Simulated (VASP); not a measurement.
```yaml
crystal:
  lattice:
    - [1.97268, -3.41679, 0.00000]
    - [1.97268, 3.41679, 0.00000]
    - [0.00000, 0.00000, 5.14631]
  atoms:
    - { symbol: Ni, position: [0.00000, 0.00000, 0.50000] }
    - { symbol: Ni, position: [0.00000, 0.00000, 0.00000] }
    - { symbol: Sb, position: [0.33333, 0.66667, 0.25000] }
    - { symbol: Sb, position: [0.66667, 0.33333, 0.75000] }
```

All values below come from SCAN meta-GGA, VASP's PBE PAW potentials (set 64) (plane waves; VASP 6.6.1). Numerical set-up: 520 eV cut-off, 9×9×6 Γ-centred mesh, first-order Methfessel-Paxton smearing of 0.10 eV, potentials Ni Sb.

Unless said otherwise, spin-orbit coupling is left out, though it shifts the bands of the heavy elements here.

**Question.** Predict the energy per atom (σ→0), pressure, band gap (on the k-mesh) with the smallest direct gap where there is one.

**Answer.** 
- band gap (on the k-mesh) = none (metal, semimetal or under 0.01 eV)
- energy per atom (σ→0) = -26.991 eV/atom
- pressure = -3.81 GPa

Only differences to runs with the same potentials and settings are physical.

The compound is NiSb in the NiAs type structure. This cell is one point of a volume scan, at 1.03 of the reference volume. The run is not spin-polarised, so no magnetic state was tried.
